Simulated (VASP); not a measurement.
A VASP calculation is set up with these files.

### INCAR
```
ALGO = Normal
EDIFF = 1E-6
ENCUT = 400
GGA = PS
ISIF = 2
ISMEAR = 0
LASPH = .TRUE.
LCHARG = .FALSE.
LREAL = .FALSE.
LWAVE = .FALSE.
NELM = 100
PREC = Accurate
SIGMA = 0.01
SYSTEM = NaMgF3
```

**POSCAR**
```
NaMgF3
1
    4.0199800000     0.0000000000     0.0000000000
    0.0000000000     4.0199800000     0.0000000000
    0.0000000000     0.0000000000     4.0199800000
Na Mg F
1 1 3
Direct
  0.0000000000   0.0000000000   0.0000000000
  0.5000000000   0.5000000000   0.5000000000
  0.5000000000   0.5000000000   0.0000000000
  0.0000000000   0.5000000000   0.5000000000
  0.5000000000   0.0000000000   0.5000000000
```

File KPOINTS:
```
Automatic mesh
0
Gamma
8 8 8
0 0 0
```

POTCAR, in this order: Na_pv Mg F (PBE.64 set). Program: vasp_std.

Question: Translate this PBEsol calculation to Quantum ESPRESSO's pw.x.

Answer: One equivalent input (not run):
```
&CONTROL
  calculation = 'scf'
  pseudo_dir = './pseudo'
  outdir = './out'
  tprnfor = .true.
  tstress = .true.
/
&SYSTEM
  ibrav = 0
  nat = 5
  ntyp = 3
  ecutwfc = 88
  occupations = 'smearing'
  smearing = 'gaussian'
  degauss = 0.000735
  input_dft = 'pbesol'
/
&ELECTRONS
  conv_thr = 7.3e-08
  electron_maxstep = 100
/
ATOMIC_SPECIES
  Na 22.990 Na.upf
  Mg 24.305 Mg.upf
  F 18.998 F.upf
CELL_PARAMETERS angstrom
     4.0199800    0.0000000    0.0000000
     0.0000000    4.0199800    0.0000000
     0.0000000    0.0000000    4.0199800
ATOMIC_POSITIONS crystal
  Na   0.0000000  0.0000000  0.0000000
  Mg   0.5000000  0.5000000  0.5000000
  F    0.5000000  0.5000000  0.0000000
  F    0.0000000  0.5000000  0.5000000
  F    0.5000000  0.0000000  0.5000000
K_POINTS automatic
  8 8 8 0 0 0
```
The two are equivalent in intent, not identical: the potentials are each code's own (VASP's PAW set, PseudoDojo norm-conserving files in pw.x), so ENCUT and ecutwfc are chosen apart and not converted; conv_thr bounds pw.x's estimated SCF error, while EDIFF bounds the energy change between steps.

The structure comes from a computed database's NaMgF3 entry (Pm-3m); how it stands against other phases isn't given here. The cell was not relaxed at this level.
